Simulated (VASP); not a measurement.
**Bi2Pd (Froodite): structure and properties in VASP**

Aim: relax Bi2Pd (Froodite), then compute properties on the relaxed cell. The steps: first try, relaxing cell and atoms (PBEsol), single point with fields (PBEsol), bands along the symmetry lines (PBEsol), density of states (PBEsol), vibrations at Γ (PBEsol), volume scan with PBEsol and fit for PBEsol. The start is a cell from a database of measured crystal structures.

Main program and level: VASP 6.6.1; PBEsol; plane waves and PAW (Bi_d, Pd).

### 1. The structure

Before any relaxation, the start is as follows. The structure is monoclinic, space group C2/m (No. 12). Conventional cell: a = 12.740 Å, b = 4.250 Å, c = 5.665 Å, α = 90.00°, β = 102.58°, γ = 90.00°. Nearest to Bi lie 3 Pd at 2.77 to 2.82 Å. Nearest to Bi lie 3 Pd at 2.84 to 2.95 Å. Nearest to Pd lie 6 Bi at 2.77 to 2.95 Å and 2 Pd at 2.92 Å. Farther neighbours are not listed.

Structure file:

```xyz
6
Lattice="0.0000 4.2500 0.0000 -1.2339 0.0000 5.5290 6.3700 -2.1250 0.0000" Properties=species:S:1:pos:R:3 pbc="T T T"
Bi    1.5914    0.0000    1.7748
Bi    3.5448    2.1250    3.7542
Bi   -0.0139    2.1250    4.4011
Bi    5.1501    0.0000    1.1279
Pd    1.8675    0.0000    4.5338
Pd    3.2687    2.1250    0.9952
```

### 2. First try

This run is made with a changed input; what comes of it follows.

Input file INCAR:

```
SYSTEM = Bi2Pd
PREC = Accurate
ENCUT = 400
EDIFF = 1E-06
NELM = 80
ISMEAR = 1
SIGMA = 0.2
LREAL = .FALSE.
ALGO = Normal
GGA = PS
NBANDS = 49
LASPH = .TRUE.
LORBIT = 11
LWAVE = .FALSE.
LCHARG = .FALSE.
KPAR = 4
IBRION = 3
NSW = 30
ISIF = 3
EDIFFG = -0.01
POTIM = 5
```

Input file POSCAR:

```
Bi2Pd
1.0
    0.0000000000      4.2500000000      0.0000000000
   -1.2338515528      0.0000000000      5.5289994887
    6.3700000000     -2.1250000000      0.0000000000
Bi Pd
4 2
Direct
    0.1560000000      0.3210000000      0.3120000000
    0.8440000000      0.6790000000      0.6880000000
    0.5760000000      0.7960000000      0.1520000000
    0.4240000000      0.2040000000      0.8480000000
    0.2260000000      0.8200000000      0.4520000000
    0.7740000000      0.1800000000      0.5480000000
```

Input file KPOINTS:

```
Automatic mesh
0
Gamma
7 5 7
0 0 0
```

PAW data sets: Bi_d and Pd (PBE family, release 64).

Launch:

```
> mpirun -np 4 vasp_std
```

The program printed:

```text
[banner, memory and clock lines left out]
running    4 mpi-ranks, on    1 nodes
[...]
|                                                                             |
|               ----> ADVICE to this user running VASP <----                  |
|                                                                             |
|     You enforced a specific xc type in the INCAR file but a different       |
|     [... a line on the potential file left out ...]
|     I HOPE YOU KNOW WHAT YOU ARE DOING!                                     |
|                                                                             |

 LDA part: xc-table for (Slater+PW92), standard interpolation
 POSCAR, INCAR and KPOINTS ok, starting setup
[...]
entering main loop
       N       E                     dE             d eps       ncg     rms          rms(c)
DAV:   1     0.891032866090E+03    0.89103E+03   -0.34695E+04  7112   0.172E+03
DAV:   2     0.774227387700E+02   -0.81361E+03   -0.78887E+03  7104   0.517E+02
DAV:   3    -0.261827448932E+02   -0.10361E+03   -0.99324E+02  8078   0.196E+02
DAV:   4    -0.309803700188E+02   -0.47976E+01   -0.47523E+01  7993   0.441E+01
[...]
DAV:  11    -0.306837876811E+02   -0.15369E-05   -0.24830E-04  9104   0.830E-02    0.915E-03
DAV:  12    -0.306837880269E+02   -0.34576E-06   -0.22451E-05  9262   0.442E-02    0.597E-03
DAV:  13    -0.306837870803E+02    0.94657E-06   -0.13615E-06  3962   0.922E-03
   1 F= -.30683787E+02 E0= -.30684547E+02  d E =-.306838E+02
quench:  g(F)=  0.335E+00 g(S)=  0.369E-01 dE (1.order)=-0.743E+00
[...]
N       E                     dE             d eps       ncg     rms          rms(c)
DAV:   1    -0.154949122501E+02    0.15189E+02   -0.51087E+03  7779   0.366E+02    0.396E+01
DAV:   2    -0.313042936848E+02   -0.15809E+02   -0.26193E+02  8117   0.107E+02    0.214E+01
DAV:   3    -0.265751575475E+02    0.47291E+01   -0.19032E+01  8441   0.351E+01    0.102E+01
DAV:   4    -0.254789201158E+02    0.10962E+01   -0.56739E+00  8485   0.166E+01    0.501E+00
[...]
DAV:  10    -0.253231419664E+02   -0.17314E-05   -0.34233E-05  8944   0.548E-02    0.697E-03
DAV:  11    -0.253231408280E+02    0.11383E-05   -0.16605E-06  4718   0.146E-02    0.181E-03
DAV:  12    -0.253231406163E+02    0.21168E-06   -0.53118E-07  3820   0.583E-03
   2 F= -.25323141E+02 E0= -.25325665E+02  d E =0.536065E+01
quench:  g(F)=  0.109E+03 g(S)=  0.210E+03 dE (1.order)=-0.623E+03
[...]
N       E                     dE             d eps       ncg     rms          rms(c)
DAV:   1    -0.705310825183E+04   -0.70278E+04   -0.24595E+04 13888   0.186E+02    0.210E+02
DAV:   2    -0.482745702316E+03    0.65704E+04   -0.55660E+03  9880   0.184E+02    0.117E+02
DAV:   3     0.423198995129E+04    0.47147E+04   -0.33551E+04 14047   0.137E+02    0.322E+01
DAV:   4     0.420148535665E+04   -0.30505E+02   -0.19477E+03  8885   0.135E+02    0.354E+01
[...]
DAV:  29     0.441922900448E+04    0.30433E-05   -0.14530E-05  5770   0.657E-03    0.699E-03
DAV:  30     0.441922900250E+04   -0.19845E-05   -0.20978E-06  4877   0.379E-03    0.242E-03
DAV:  31     0.441922900197E+04   -0.52706E-06   -0.13539E-07  3647   0.979E-04
   3 F= 0.44192290E+04 E0= 0.44192712E+04  d E =0.444455E+04
quench:  g(F)=  0.894E+01 g(S)=  0.290E+06 dE (1.order)=-0.566E+06
[...]
|                                                                             |
|     EEEEEEE  RRRRRR   RRRRRR   OOOOOOO  RRRRRR      ###     ###     ###     |
|     E        R     R  R     R  O     O  R     R     ###     ###     ###     |
|     E        R     R  R     R  O     O  R     R     ###     ###     ###     |
|     EEEEE    RRRRRR   RRRRRR   O     O  RRRRRR       #       #       #      |
|     E        R   R    R   R    O     O  R   R                               |
|     E        R    R   R    R   O     O  R    R      ###     ###     ###     |
|     EEEEEEE  R     R  R     R  OOOOOOO  R     R     ###     ###     ###     |
|                                                                             |
|     Orbital orthonormalization failed in the inversion of matrix            |
|     LAPACK: Routine ZPOTRF failed! kpoint: 1 spin: 1                        |
|                                                                             |
|     Possible solutions for this issue are:                                  |
|     - Please check whether the atoms are too close to each other.           |
|     - Decreasing POTIM might help during relaxations or MDs.                |
|     - Deleting CHGCAR or WAVECAR if incompatible with the structure.        |
|     - Try calculating without symmetrizing (ISYM = 0 or ISYM = -1).         |
|     - As last resort: using a different PAW for some of the atoms.          |
|                                                                             |
|       ---->  I REFUSE TO CONTINUE WITH THIS SICK JOB ... BYE!!! <----       |
|                                                                             |

1
1
1
1
```

The job ended after 2.8 min (4 MPI ranks of Intel Xeon 6975P-C (Granite Rapids), shared host).

The logs omit lines about the potential files and the build; timing stands in the text.

The run ended with an error.

VASP's message: “Orbital orthonormalization failed in the inversion of matrix LAPACK: Routine ZPOTRF failed! kpoint: 1 spin: 1”. No number of this run is used.

The fault in the input: ionic step far too long (POTIM = 5.0 and IBRION = 3). Lower POTIM, or use IBRION = 2.

### 3. Relaxing cell and atoms (PBEsol)

The start need not lie at this functional's minimum. ISIF = 3 frees volume, shape and positions, and EDIFFG sets the threshold on forces and stress at which the search stops.

Changes to INCAR since step 2:

```diff
@@ -4,3 +4,3 @@
 EDIFF = 1E-06
-NELM = 80
+NELM = 100
 ISMEAR = 1
@@ -16,6 +16,5 @@
 KPAR = 4
-IBRION = 3
-NSW = 30
+IBRION = 2
+NSW = 60
 ISIF = 3
 EDIFFG = -0.01
-POTIM = 5
```

POSCAR is that of step 2.

KPOINTS is that of step 2.

Launch:

```
> mpirun -np 4 vasp_std
```

The program printed:

```text
[banner, memory and clock lines left out]
running    4 mpi-ranks, on    1 nodes
 distrk:  each k-point on    1 cores,    4 groups
 distr:  one band on    1 cores,    1 groups

 POSCAR found type information on POSCAR BiPd
 POSCAR found :  2 types and       6 ions
 [... a notice as in an earlier step ...]

 LDA part: xc-table for (Slater+PW92), standard interpolation
 POSCAR, INCAR and KPOINTS ok, starting setup
 FFT: planning ... GRIDC
 FFT: planning ... GRID_SOFT
 FFT: planning ... GRID
 WAVECAR not read
 entering main loop
       N       E                     dE             d eps       ncg     rms          rms(c)
[... 13 cycles as in an earlier step ...]
   1 F= -.30683787E+02 E0= -.30684547E+02  d E =-.306838E+02
 curvature:   0.00 expect dE= 0.000E+00 dE for cont linesearch  0.000E+00
 trial: gam= 0.00000 g(F)=  0.335E-01 g(S)=  0.369E-02 ort = 0.000E+00 (trialstep = 0.100E+01)
 search vector abs. value=  0.372E-01
 bond charge predicted
       N       E                     dE             d eps       ncg     rms          rms(c)
DAV:   1    -0.307331488487E+02   -0.49361E-01   -0.11184E+01  8311   0.157E+01    0.125E+00
DAV:   2    -0.307220708772E+02    0.11078E-01   -0.36953E-01  8600   0.446E+00    0.671E-01
DAV:   3    -0.307144389965E+02    0.76319E-02   -0.44600E-02  8136   0.169E+00    0.335E-01
DAV:   4    -0.307114114953E+02    0.30275E-02   -0.11462E-02  8622   0.918E-01    0.949E-02
DAV:   5    -0.307114009391E+02    0.10556E-04   -0.14587E-03  8410   0.249E-01    0.494E-02
DAV:   6    -0.307114065656E+02   -0.56265E-05   -0.14369E-04  8595   0.782E-02    0.139E-02
DAV:   7    -0.307114110137E+02   -0.44481E-05   -0.21024E-05  8261   0.334E-02    0.512E-03
DAV:   8    -0.307114108994E+02    0.11434E-06   -0.21631E-06  4404   0.139E-02
   2 F= -.30711411E+02 E0= -.30712470E+02  d E =-.276238E-01
[... from here on, the cycles between the ionic steps are left out ...]
   3 F= -.30719818E+02 E0= -.30721191E+02  d E =-.360312E-01
   4 F= -.30721024E+02 E0= -.30722526E+02  d E =-.120552E-02
   5 F= -.30723224E+02 E0= -.30724669E+02  d E =-.340579E-02
   6 F= -.30725090E+02 E0= -.30726470E+02  d E =-.186616E-02
   7 F= -.30725601E+02 E0= -.30726914E+02  d E =-.237668E-02
   8 F= -.30725609E+02 E0= -.30726934E+02  d E =-.238506E-02
   9 F= -.30726357E+02 E0= -.30727656E+02  d E =-.747745E-03
  10 F= -.30726565E+02 E0= -.30727843E+02  d E =-.955533E-03
  11 F= -.30727076E+02 E0= -.30728349E+02  d E =-.511218E-03
  12 F= -.30727126E+02 E0= -.30728398E+02  d E =-.561411E-03
  13 F= -.30727123E+02 E0= -.30728393E+02  d E =-.558104E-03
  14 F= -.30727435E+02 E0= -.30728736E+02  d E =-.312705E-03
  15 F= -.30727627E+02 E0= -.30728978E+02  d E =-.504603E-03
  16 F= -.30727985E+02 E0= -.30729381E+02  d E =-.357161E-03
  17 F= -.30728104E+02 E0= -.30729543E+02  d E =-.476181E-03
  18 F= -.30728143E+02 E0= -.30729626E+02  d E =-.399702E-04
  19 F= -.30728248E+02 E0= -.30729712E+02  d E =-.144518E-03
 curvature:  -0.77 expect dE=-0.508E-04 dE for cont linesearch -0.129E-07
 trial: gam= 0.15074 g(F)=  0.482E-04 g(S)=  0.181E-04 ort = 0.404E-05 (trialstep = 0.113E+01)
 search vector abs. value=  0.896E-04
 bond charge predicted
       N       E                     dE             d eps       ncg     rms          rms(c)
DAV:   1    -0.307282752931E+02   -0.26859E-04   -0.33768E-02  7709   0.804E-01    0.522E-02
DAV:   2    -0.307283411706E+02   -0.65877E-04   -0.14611E-03 10209   0.297E-01    0.309E-02
DAV:   3    -0.307283148744E+02    0.26296E-04   -0.61682E-05  9424   0.649E-02    0.154E-02
DAV:   4    -0.307283090589E+02    0.58155E-05   -0.24610E-05  8608   0.401E-02    0.395E-03
DAV:   5    -0.307283091266E+02   -0.67688E-07   -0.48986E-06  6943   0.176E-02
  20 F= -.30728309E+02 E0= -.30729789E+02  d E =-.610854E-04
 trial-energy change:   -0.000061  1 .order   -0.000061   -0.000076   -0.000047
 step:   2.9613(harm=  2.9613)  dis= 0.00246  next Energy=   -30.728347 (dE=-0.991E-04)
 reached required accuracy - stopping structural energy minimisation
```

It took 7.4 min on 4 MPI ranks; peak memory 1.7 GiB.

From OUTCAR (step 3):

```text
ion  position               nearest neighbor table
   1  0.156  0.321  0.312-   5 2.77   6 2.82   6 2.82   5 3.15   2 3.50   2 3.50   4 3.58   4 3.58
                             3 3.62   3 3.62   4 3.62   3 3.74   3 3.74
   2  0.844  0.679  0.688-   6 2.77   5 2.82   5 2.82   6 3.15   1 3.50   1 3.50   3 3.58   3 3.58
                             4 3.62   4 3.62   3 3.62   4 3.74   4 3.74
   3  0.576  0.796  0.152-   5 2.84   5 2.84   6 2.95   4 3.32   4 3.49   2 3.58   2 3.58   1 3.62
                             1 3.62   2 3.62   1 3.74   1 3.74
   4  0.424  0.204  0.848-   6 2.84   6 2.84   5 2.95   3 3.32   3 3.49   1 3.58   1 3.58   2 3.62
                             2 3.62   1 3.62   2 3.74   2 3.74
   5  0.226  0.820  0.452-   1 2.77   2 2.82   2 2.82   3 2.84   3 2.84   6 2.92   6 2.92   4 2.95
                             1 3.15
   6  0.774  0.180  0.548-   2 2.77   1 2.82   1 2.82   4 2.84   4 2.84   5 2.92   5 2.92   3 2.95
                             2 3.15

  LATTYP: Found a base centered monoclinic cell.
 ALAT       =    12.7400000000
 B/A-ratio  =     0.3335949765
 C/A-ratio  =     0.4446624804
 COS(beta)  =    -0.2178025689

 Subroutine GETGRP returns: Found  4 space group operations
 (whereof  4 operations were pure point group operations)

The static configuration has the point symmetry C_2h.

 Found     72 irreducible k-points:

   k-points           NKPTS =     72   k-points in BZ     NKDIM =     72   number of bands    NBANDS=     49

   dimension x,y,z NGX =    28 NGY =   40 NGZ =   48
   dimension x,y,z NGXF=    56 NGYF=   80 NGZF=   96

   ENCUT  =  400.0 eV  29.40 Ry    5.42 a.u.   6.93  9.24 10.95*2*pi/ulx,y,z

   NELECT =      80.0000    total number of electrons

 k-points in reciprocal lattice and weights: Automatic mesh
   0.00000000  0.00000000  0.00000000       0.004
   0.14285714  0.00000000  0.00000000       0.016
   0.28571429  0.00000000  0.00000000       0.016
   0.42857143  0.00000000  0.00000000       0.016
   0.00000000  0.20000000  0.00000000       0.008
   0.14285714  0.20000000  0.00000000       0.016
   0.28571429  0.20000000  0.00000000       0.016
   0.42857143  0.20000000  0.00000000       0.016
  -0.42857143  0.20000000  0.00000000       0.016
[...]
0.00000000 -0.40000000  0.42857143       0.008
   0.00000000 -0.20000000  0.42857143       0.008

 average (electrostatic) potential at core
       1-102.1494       2-102.1494       3-102.0677       4-102.0677       5 -72.1039
       6 -72.1039

 E-fermi :   8.5787

 k-point     1 :       0.0000    0.0000    0.0000
  band No.  band energies     occupation
    ...
     35       6.3105      2.00000
     36       6.3181      2.00000
     37       6.6568      2.00000
     38       7.3005      2.00000
     39       8.4424      1.90665
     40       8.8413     -0.06879
     41       8.8635     -0.06174
     42      11.0407     -0.00000
     43      11.0667     -0.00000
     44      11.4448     -0.00000
    ...

 k-point     2 :       0.1429    0.0000    0.0000
  band No.  band energies     occupation
    ...
     35       6.2081      2.00000
     36       6.3752      2.00000
     37       6.4429      2.00000
     38       6.9316      2.00000
     39       7.6978      2.00000
     40       8.7211      0.07214
     41       9.1356     -0.00059
     42      10.2256     -0.00000
     43      10.4729     -0.00000
     44      11.4312     -0.00000
    ...

 k-point     3 :       0.2857    0.0000    0.0000
  band No.  band energies     occupation
    ...
     37       6.3633      2.00000
     38       6.7449      2.00000
     39       7.2596      2.00000
     40       7.9413      2.00006
     41       8.0444      2.00104
     42       9.3679     -0.00000
     43      10.3536     -0.00000
     44      10.9977     -0.00000
     45      11.4082     -0.00000
     46      12.3061     -0.00000
    ...

  Total        0.0113999     -0.0007191      0.0322140      0.0000000      0.0000000     -0.0056011
  in kB        0.1228507     -0.0077494      0.3471535      0.0000000      0.0000000     -0.0603602
  external PRESSURE =       0.1540850 kB  Pullay stress =       0.0000000 kB

  energy-cutoff  :      400.00
  volume of cell :      148.67
      direct lattice vectors                 reciprocal lattice vectors
     0.000000000  4.241460530  0.000000000     0.078583747  0.235767843  0.018140818
    -1.271760135  0.000000000  5.509105307     0.001222679  0.000000000  0.181799929
     6.372532453 -2.120730265 -0.042857906     0.157167494  0.000000000  0.036281636

 POSITION                                       TOTAL-FORCE (eV/Angst)
 -----------------------------------------------------------------------------------
      1.59563      0.00000      1.70923         0.002748     -0.000000     -0.003263
      3.50514      2.12073      3.75701        -0.002748      0.000000      0.003263
     -0.06734      2.12073      4.35770        -0.008813      0.000000      0.003366
      5.16811      0.00000      1.10855         0.008813     -0.000000     -0.003366
      1.80215      0.00000      4.55582         0.007096     -0.000000     -0.004855
      3.29862      2.12073      0.91043        -0.007096      0.000000      0.004855
 -----------------------------------------------------------------------------------
    total drift:                                0.000000     -0.000000      0.000000

  FREE ENERGIE OF THE ION-ELECTRON SYSTEM (eV)
  ---------------------------------------------------
  free  energy   TOTEN  =       -30.7283091266 eV

  energy  without entropy=      -30.7327484160  energy(sigma->0) =      -30.72978889

 reached required accuracy - stopping structural energy minimisation

 total charge
# of ion       s       p       d       tot
------------------------------------------
    1        1.535   1.286   9.942  12.762
    2        1.535   1.286   9.942  12.762
    3        1.525   1.319   9.932  12.777
    4        1.525   1.319   9.932  12.777
    5        0.459   0.474   8.600   9.533
    6        0.459   0.474   8.600   9.533
--------------------------------------------------
tot          7.039   6.157  56.948  70.144

[... 3 further parts left out ...]
```

CONTCAR:

```
Bi2Pd
   1.00000000000000
     0.0000000000000000    4.2414605300427528    0.0000000000000000
    -1.2717601345109328    0.0000000000000000    5.5091053067499622
     6.3725324534981924   -2.1207302650213764   -0.0428579061311931
  Bi              Pd
     4     2
Direct
     0.1563973809394135    0.3126895133852559    0.3127947618788271
     0.8436026190605864    0.6873104866147439    0.6872052381211730
     0.5737602749912494    0.7921465576615718    0.1475205499824987
     0.4262397250087508    0.2078534423384280    0.8524794500175016
     0.2242658675639502    0.8304505869720218    0.4485317351279004
     0.7757341324360497    0.1695494130279781    0.5514682648720995
```

The k-mesh is coarse for a metal. The PAW data sets were made with PBE, which is usual practice but a small mismatch for other functionals. The run keeps the 4 symmetry operations of its start, so it cannot find a distortion of lower symmetry.

(Continued in part 2 of 6.)

[Lines on the potential files, build, host, timing and source positions are cut from VASP's logs without a mark.]

[Logs are printed without paths, hosts, clocks, repeated set-up lines and the standing remarks that a program may print on its own settings, such as how far it seeks lower states.]

[Hosts, paths, dates, database ids (printed as entryN), source tags and the programs' standing remarks are cut or masked in the printed files.]

[A measured line is paired with the nearest computed mode of its activity, which favours agreement.]
